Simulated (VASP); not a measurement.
Method: r2SCAN meta-GGA, VASP's PBE PAW potentials (set 64) (plane waves; VASP).

The input files of a VASP run:

File KPOINTS:
```
Regular mesh
0
G
14 14 14
```

### INCAR
```
ALGO  =  Normal
EDIFF  =  1E-6
EDIFFG  =  -0.01
ENCUT  =  400
IBRION  =  2
ISIF  =  3
ISMEAR  =  1
LASPH  =  .True.
LCHARG  =  .False.
LMAXMIX  =  4
LMIXTAU  =  .True.
LREAL  =  .False.
LWAVE  =  .False.
METAGGA  =  R2SCAN
NELM  =  100
NSW  =  60
PREC  =  Accurate
SIGMA  =  0.1
SYSTEM  =  Ti
```

File POSCAR:
```
Ti
1.0
  0.0000000000   2.0666280000   2.0666280000
  2.0666280000   0.0000000000   2.0666280000
  2.0666280000   2.0666280000   0.0000000000
Ti
1
Cart
  0.0000000000   0.0000000000   0.0000000000
```

POTCAR, in this order: Ti_sv (PBE.64 set). Program: vasp_std.

What VASP printed:

**OUTCAR**
```
 ion  position               nearest neighbor table
   1  0.000  0.000  0.000-
  LATTYP: Found a face centered cubic cell.
 ALAT       =     4.1332560000
 Subroutine PRICEL returns:
 Original cell was already a primitive cell.
 Subroutine GETGRP returns: Found 48 space group operations
The static configuration has the point symmetry O_h .
The dynamic configuration has the point symmetry O_h .
 Subroutine INISYM returns: Found 48 space group operations
 Subroutine IBZKPT returns following result:
 Found    104 irreducible k-points:

 Following reciprocal coordinates:
            Coordinates               Weight
  0.000000  0.000000  0.000000      1.000000
  0.071429  0.000000  0.000000      8.000000
  0.142857  0.000000  0.000000      8.000000
  0.214286  0.000000  0.000000      8.000000
  0.285714  0.000000  0.000000      8.000000
  0.357143  0.000000  0.000000      8.000000
  0.428571  0.000000  0.000000      8.000000
  0.500000  0.000000  0.000000      4.000000
  0.071429  0.071429  0.000000      6.000000
  0.142857  0.071429  0.000000     24.000000
  0.214286  0.071429  0.000000     24.000000
  0.285714  0.071429  0.000000     24.000000
  0.357143  0.071429  0.000000     24.000000
  0.428571  0.071429  0.000000     24.000000
  0.500000  0.071429  0.000000     24.000000
 -0.428571  0.071429  0.000000     24.000000
 -0.357143  0.071429  0.000000     24.000000
 -0.285714  0.071429  0.000000     24.000000
 -0.214286  0.071429  0.000000     24.000000
 -0.142857  0.071429  0.000000     24.000000
 -0.071429  0.071429  0.000000     12.000000
  0.142857  0.142857  0.000000      6.000000
  0.214286  0.142857  0.000000     24.000000
  0.285714  0.142857  0.000000     24.000000
  0.357143  0.142857  0.000000     24.000000
...
```

OSZICAR:
```
       N       E                     dE             d eps       ncg     rms          rms(c)
DAV:   1     0.590882121269E+02    0.59088E+02   -0.61191E+03  2090   0.125E+03
DAV:   2    -0.133755185404E+02   -0.72464E+02   -0.71173E+02  2172   0.291E+02
DAV:   3    -0.171138357597E+02   -0.37383E+01   -0.37056E+01  2784   0.698E+01
DAV:   4    -0.172194394058E+02   -0.10560E+00   -0.10544E+00  2430   0.103E+01
DAV:   5    -0.172241544792E+02   -0.47151E-02   -0.47143E-02  2752   0.156E+00    0.998E+00
DAV:   6    -0.127806058495E+02    0.44435E+01   -0.11957E+01  2356   0.517E+01    0.131E+00
DAV:   7    -0.130786740876E+02   -0.29807E+00   -0.20838E+00  2362   0.160E+01    0.213E+00
DAV:   8    -0.130427964775E+02    0.35878E-01   -0.34128E-02  2262   0.202E+00    0.212E+00
DAV:   9    -0.133255455931E+02   -0.28275E+00   -0.66281E-02  2174   0.410E+00    0.212E+00
DAV:  10    -0.129994644855E+02    0.32608E+00   -0.10372E+00  2188   0.125E+01    0.335E+00
DAV:  11    -0.129067685914E+02    0.92696E-01   -0.70565E-01  2118   0.903E+00    0.226E+00
DAV:  12    -0.128895939878E+02    0.17175E-01   -0.32584E-02  2194   0.203E+00    0.185E+00
DAV:  13    -0.128806839662E+02    0.89100E-02   -0.70932E-03  2778   0.716E-01    0.122E+00
DAV:  14    -0.128722615863E+02    0.84224E-02   -0.60601E-03  3046   0.699E-01    0.754E-01
DAV:  15    -0.128702557311E+02    0.20059E-02   -0.96054E-03  2830   0.895E-01    0.927E-02
DAV:  16    -0.128702372026E+02    0.18529E-04   -0.98485E-04  2872   0.280E-01    0.175E-01
DAV:  17    -0.128702034616E+02    0.33741E-04   -0.90706E-05  2114   0.121E-01    0.137E-01
DAV:  18    -0.128700921865E+02    0.11128E-03   -0.33119E-04  2080   0.297E-01    0.820E-03
DAV:  19    -0.128700904597E+02    0.17268E-05   -0.23325E-05  2852   0.497E-02    0.102E-02
DAV:  20    -0.128701023459E+02   -0.11886E-04   -0.33992E-06  2064   0.272E-02    0.233E-03
DAV:  21    -0.128701057949E+02   -0.34490E-05   -0.61661E-07  1060   0.108E-02    0.290E-03
DAV:  22    -0.128701054796E+02    0.31532E-06   -0.58382E-07  1042   0.102E-02
   1 F= -.12870105E+02 E0= -.12870074E+02  d E =-.128701E+02
       N       E                     dE             d eps       ncg     rms          rms(c)
DAV:   1    -0.130287377870E+02   -0.15863E+00   -0.36700E+00  2084   0.310E+01    0.342E+00
DAV:   2    -0.128669259679E+02    0.16181E+00   -0.57871E-01  2122   0.113E+01    0.793E-01
DAV:   3    -0.128632235321E+02    0.37024E-02   -0.53585E-02  2482   0.213E+00    0.238E-01
DAV:   4    -0.128666768386E+02   -0.34533E-02   -0.50035E-03  2100   0.896E-01    0.149E-01
DAV:   5    -0.128707134118E+02   -0.40366E-02   -0.26869E-02  2824   0.147E+00    0.221E-01
DAV:   6    -0.128714861198E+02   -0.77271E-03   -0.28873E-04  2194   0.182E-01    0.247E-01
DAV:   7    -0.128706631053E+02    0.82301E-03   -0.17947E-03  2548   0.643E-01    0.803E-02
DAV:   8    -0.128707673128E+02   -0.10421E-03   -0.69501E-05  2098   0.103E-01    0.279E-02
DAV:   9    -0.128707816787E+02   -0.14366E-04   -0.28921E-05  2964   0.500E-02    0.405E-02
DAV:  10    -0.128707816249E+02    0.53787E-07   -0.12501E-05  2078   0.509E-02    0.474E-03
DAV:  11    -0.128708010270E+02   -0.19402E-04   -0.27291E-06  2100   0.199E-02    0.907E-04
DAV:  12    -0.128707950904E+02    0.59366E-05   -0.18356E-07  1042   0.644E-03    0.423E-04
DAV:  13    -0.128707966931E+02   -0.16027E-05   -0.57334E-08  1040   0.259E-03    0.641E-04
DAV:  14    -0.128707953789E+02    0.13142E-05   -0.35557E-08  1040   0.199E-03    0.916E-05
DAV:  15    -0.128707955544E+02   -0.17544E-06   -0.64667E-09  1040   0.842E-04
   2 F= -.12870796E+02 E0= -.12870581E+02  d E =-.690075E-03
       N       E                     dE             d eps       ncg     rms          rms(c)
DAV:   1    -0.129026008441E+02   -0.31805E-01   -0.71340E-01  2082   0.140E+01    0.151E+00
DAV:   2    -0.128705871396E+02    0.32014E-01   -0.12289E-01  2126   0.507E+00    0.338E-01
DAV:   3    -0.128707634053E+02   -0.17627E-03   -0.10990E-02  2736   0.920E-01    0.940E-02
DAV:   4    -0.128708966102E+02   -0.13320E-03   -0.81293E-04  2088   0.398E-01    0.670E-02
DAV:   5    -0.128722904853E+02   -0.13939E-02   -0.60342E-03  2748   0.698E-01    0.105E-01
DAV:   6    -0.128720350366E+02    0.25545E-03   -0.13763E-04  2360   0.163E-01    0.774E-02
DAV:   7    -0.128718938132E+02    0.14122E-03   -0.13786E-04  2080   0.178E-01    0.135E-02
DAV:   8    -0.128719063465E+02   -0.12533E-04   -0.55161E-06  2164   0.321E-02    0.124E-02
DAV:   9    -0.128718952515E+02    0.11095E-04   -0.74760E-07  1102   0.118E-02    0.117E-02
DAV:  10    -0.128718833045E+02    0.11947E-04   -0.21817E-06  2054   0.253E-02    0.163E-03
DAV:  11    -0.128718808575E+02    0.24469E-05   -0.24846E-07  1040   0.604E-03    0.366E-04
DAV:  12    -0.128718811850E+02   -0.32748E-06   -0.58408E-08  1040   0.237E-03
   3 F= -.12871881E+02 E0= -.12871747E+02  d E =-.177571E-02
```

OUTCAR:
```
------------------------ aborting loop because EDIFF is reached ----------------------------------------
  FORCE on cell =-STRESS in cart. coord.  units (eV):
  Direction    XX          YY          ZZ          XY          YZ          ZX
  --------------------------------------------------------------------------------------
  Total        0.0005991      0.0005991      0.0005991     -0.0000000     -0.0000000      0.0000000
  in kB        0.0553023      0.0553023      0.0553023     -0.0000000     -0.0000000      0.0000000
  external PRESSURE =       0.0553023 kB  Pullay stress =       0.0000000 kB
  volume of cell :       17.36
      direct lattice vectors                 reciprocal lattice vectors
    -0.000000000  2.054953703  2.054953703    -0.243314484  0.243314484  0.243314484
     2.054953703  0.000000000  2.054953703     0.243314484 -0.243314484  0.243314484
     2.054953703  2.054953703 -0.000000000     0.243314484  0.243314484 -0.243314484
 POSITION                                       TOTAL-FORCE (eV/Angst)
 -----------------------------------------------------------------------------------
      0.00000      0.00000      0.00000         0.000000      0.000000      0.000000
 -----------------------------------------------------------------------------------
    total drift:                               -0.000000     -0.000000     -0.000000
  FREE ENERGIE OF THE ION-ELECTRON SYSTEM (eV)
  ---------------------------------------------------
  free  energy   TOTEN  =       -12.8718811850 eV

  energy  without entropy=      -12.8714799464  energy(sigma->0) =      -12.87174744

 reached required accuracy - stopping structural energy minimisation
```
(Selected blocks of OUTCAR.)

**CONTCAR**
```
Ti
   1.00000000000000
    -0.0000000000000000    2.0549537033092049    2.0549537033092049
     2.0549537033092049    0.0000000000000000    2.0549537033092049
     2.0549537033092049    2.0549537033092049   -0.0000000000000000
  Ti
     1
Direct
     0.0000000000000000    0.0000000000000000    0.0000000000000000
```

The structure was generated: Ti was put into the fcc type (Fm-3m), which need not be its known phase. This run relaxes it. Symmetry was kept, so distortions that lower it aren't found.
